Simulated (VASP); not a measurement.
Calculation: PW91 GGA, VASP's PBE PAW potentials (set 64) (plane waves; VASP).

The input files of a VASP run:

### INCAR
```
# general
SYSTEM  = GdN
PREC    = Accurate
ENCUT   = 520   # plane-wave cut-off (eV)
LREAL   = F
LASPH   = T   # aspherical one-centre terms

# electronic loop
EDIFF   = 1E-7
NELM    = 100   # most electronic steps
ALGO    = Normal   # blocked Davidson
LMAXMIX = 6

# smearing
ISMEAR  = 1   # Methfessel-Paxton
SIGMA   = 0.1   # width (eV)

# functional
GGA     = 91   # PW91

# ions
ISIF    = 2

# output
LWAVE   = F
LCHARG  = F
```

### POSCAR
```
GdN
1.0
  0.0000000000   2.4658664304   2.4658664304
  2.4658664304   0.0000000000   2.4658664304
  2.4658664304   2.4658664304   0.0000000000
Gd N
1 1
Direct
  0.0000000000   0.0000000000   0.0000000000
  0.5000000000   0.5000000000   0.5000000000
```

### KPOINTS
```
Automatic mesh
0
Gamma
13 13 13
0 0 0
```

POTCAR, in this order: Gd_3 N (PBE.64 set). Program: vasp_std.

What VASP printed:

**OUTCAR**
```
 ion  position               nearest neighbor table
   1  0.000  0.000  0.000-   2 2.47   2 2.47   2 2.47   2 2.47   2 2.47   2 2.47
   2  0.500  0.500  0.500-   1 2.47   1 2.47   1 2.47   1 2.47   1 2.47   1 2.47
  LATTYP: Found a face centered cubic cell.
 ALAT       =     4.9317328608
 Subroutine PRICEL returns:
 Original cell was already a primitive cell.
 Subroutine GETGRP returns: Found 48 space group operations
The static configuration has the point symmetry O_h .
The dynamic configuration has the point symmetry O_h .
 Subroutine INISYM returns: Found 48 space group operations
 Subroutine IBZKPT returns following result:
 Found     84 irreducible k-points:

 Following reciprocal coordinates:
            Coordinates               Weight
  0.000000  0.000000  0.000000      1.000000
  0.076923  0.000000  0.000000      8.000000
  0.153846  0.000000  0.000000      8.000000
  0.230769  0.000000  0.000000      8.000000
  0.307692  0.000000  0.000000      8.000000
  0.384615  0.000000  0.000000      8.000000
  0.461538  0.000000  0.000000      8.000000
  0.076923  0.076923  0.000000      6.000000
  0.153846  0.076923  0.000000     24.000000
  0.230769  0.076923  0.000000     24.000000
  0.307692  0.076923  0.000000     24.000000
  0.384615  0.076923  0.000000     24.000000
  0.461538  0.076923  0.000000     24.000000
 -0.461538  0.076923  0.000000     24.000000
 -0.384615  0.076923  0.000000     24.000000
 -0.307692  0.076923  0.000000     24.000000
 -0.230769  0.076923  0.000000     24.000000
 -0.153846  0.076923  0.000000     24.000000
 -0.076923  0.076923  0.000000     12.000000
  0.153846  0.153846  0.000000      6.000000
  0.230769  0.153846  0.000000     24.000000
  0.307692  0.153846  0.000000     24.000000
  0.384615  0.153846  0.000000     24.000000
  0.461538  0.153846  0.000000     24.000000
...
```

### OSZICAR
```
       N       E                     dE             d eps       ncg     rms          rms(c)
DAV:   1     0.452966040584E+02    0.45297E+02   -0.68092E+03  1848   0.118E+03
DAV:   2    -0.157261031441E+02   -0.61023E+02   -0.56916E+02  2464   0.238E+02
DAV:   3    -0.186899125030E+02   -0.29638E+01   -0.29361E+01  2433   0.434E+01
DAV:   4    -0.187298805766E+02   -0.39968E-01   -0.39907E-01  2269   0.453E+00
DAV:   5    -0.187304951390E+02   -0.61456E-03   -0.61433E-03  2460   0.484E-01    0.280E+01
DAV:   6    -0.164589728735E+02    0.22715E+01   -0.20201E+01  2190   0.277E+01    0.258E+01
DAV:   7    -0.162724641682E+02    0.18651E+00   -0.15092E+00  2128   0.814E+00    0.176E+01
DAV:   8    -0.162755009005E+02   -0.30367E-02   -0.14059E-01  2073   0.373E+00    0.569E+00
DAV:   9    -0.162693349744E+02    0.61659E-02   -0.25507E-02  2273   0.115E+00    0.422E-01
DAV:  10    -0.162694878377E+02   -0.15286E-03   -0.56694E-04  2384   0.241E-01    0.285E-01
DAV:  11    -0.162694899452E+02   -0.21076E-05   -0.32180E-05  2436   0.592E-02    0.253E-02
DAV:  12    -0.162694899173E+02    0.27871E-07   -0.18272E-06  2315   0.150E-02    0.405E-03
DAV:  13    -0.162694899420E+02   -0.24664E-07   -0.83555E-08  1784   0.272E-03
   1 F= -.16269490E+02 E0= -.16269494E+02  d E =0.130343E-04
```

File OUTCAR:
```
------------------------ aborting loop because EDIFF is reached ----------------------------------------
  FORCE on cell =-STRESS in cart. coord.  units (eV):
  Direction    XX          YY          ZZ          XY          YZ          ZX
  --------------------------------------------------------------------------------------
  Total        0.9476370      0.9476370      0.9476370     -0.0000000     -0.0000000      0.0000000
  in kB       50.6307003     50.6307003     50.6307003     -0.0000000     -0.0000000      0.0000000
  external PRESSURE =      50.6307003 kB  Pullay stress =       0.0000000 kB
  volume of cell :       29.99
      direct lattice vectors                 reciprocal lattice vectors
     0.000000000  2.465866430  2.465866430    -0.202768485  0.202768485  0.202768485
     2.465866430  0.000000000  2.465866430     0.202768485 -0.202768485  0.202768485
     2.465866430  2.465866430  0.000000000     0.202768485  0.202768485 -0.202768485
 POSITION                                       TOTAL-FORCE (eV/Angst)
 -----------------------------------------------------------------------------------
      0.00000      0.00000      0.00000         0.000000     -0.000000     -0.000000
      2.46587      2.46587      2.46587        -0.000000      0.000000      0.000000
 -----------------------------------------------------------------------------------
    total drift:                                0.000000      0.000000      0.000000
  FREE ENERGIE OF THE ION-ELECTRON SYSTEM (eV)
  ---------------------------------------------------
  free  energy   TOTEN  =       -16.2694899420 eV

  energy  without entropy=      -16.2695029763  energy(sigma->0) =      -16.26949429
```
(Selected blocks of OUTCAR.)

The 4f electrons are frozen in the core of the lanthanide potential, so 4f levels, which can set the real gap, and their magnetism are missing.

The compound is GdN in the rock salt structure. This cell is one point of a volume scan, at 0.97 of the reference volume.
